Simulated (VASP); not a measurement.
A cell of Hg4Pt (space group Im-3m) near equilibrium:

```xyz
5
Lattice="-3.1188 3.1188 3.1188 3.1188 -3.1188 3.1188 3.1188 3.1188 -3.1188" Properties=species:S:1:pos:R:3 pbc="T T T"
Hg     1.5594     1.5594    -1.5594
Hg     1.5594    -1.5594     1.5594
Hg     1.5594     1.5594     1.5594
Hg    -1.5594     1.5594     1.5594
Pt     0.0000     0.0000     0.0000
```

All values below come from PBEsol GGA, VASP's PBE PAW potentials (set 64) (plane waves; VASP).

| run | ΔE (meV/atom) | σxx | σyy | σzz | largest shear component, with its sign (GPa) | largest force (eV/Å) |
|---|---|---|---|---|---|---|
| as it is | 0.0 | 0.11 | 0.11 | 0.11 | 0.00 | 0.000 |
| after one change | 9.0 | -2.39 | -3.02 | -3.02 | 0.00 | 0.000 |
Stress is in GPa, positive when the cell is compressed.

Which change was made?
A. uniaxial strain of +2.0 % along x
B. biaxial strain of +3.0 % in the xy plane
C. atom 2 (Hg) moved by -0.025 Å along z
D. biaxial strain of +2.0 % in the yz plane

D, biaxial strain of +2.0 % in the yz plane

The structure comes from a computed database's Hg4Pt entry (Im-3m); how it stands against other phases isn't given here.
